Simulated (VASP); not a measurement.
Elastic constants (GPa) of a crystal from VASP 6.6.1 with PBEsol GGA, VASP's PBE PAW potentials (set 64):

```
        xx      yy      zz     yz     xz     xy
--  ------  ------  ------  -----  -----  -----
xx  1068.0   139.1   139.1    0.0    0.0    0.0
yy   139.1  1068.0   139.1    0.0    0.0    0.0
zz   139.1   139.1  1068.0    0.0    0.0    0.0
yz     0.0     0.0     0.0  573.5    0.0    0.0
xz     0.0     0.0     0.0    0.0  573.5    0.0
xy     0.0     0.0     0.0    0.0    0.0  573.5
```

### Question
Work out the Voigt, Reuss and Hill moduli, Young's modulus and Poisson's ratio.

### Answer
All eigenvalues are positive (smallest 573.5 GPa), so the crystal is stable. K_V = (C11+C22+C33+2(C12+C13+C23))/9 = (3204.0 + 2×417.3)/9 = 448.7 GPa; G_V = (3204.0 − 417.3 + 3×1720.5)/15 = 529.9 GPa. From the compliances, K_R = 448.7 GPa and G_R = 524.3 GPa. Hill: K = 448.7 GPa, G = 527.1 GPa, E = 9KG/(3K+G) = 1136.3 GPa, ν = (3K−2G)/(2(3K+G)) = 0.078. K/G = 0.85, below Pugh's 1.75; universal anisotropy A^U = 0.05.

### Question
With a density of 3.55 g/cm³, what are the mean sound speeds?

### Answer
v_l = √((K+4G/3)/ρ) = 18.02 km/s and v_t = √(G/ρ) = 12.19 km/s. The crystal is C (space group Fd-3m), cubic.

The structure comes from a computed database's C entry (Fd-3m); how it stands against other phases isn't given here. It was relaxed first.
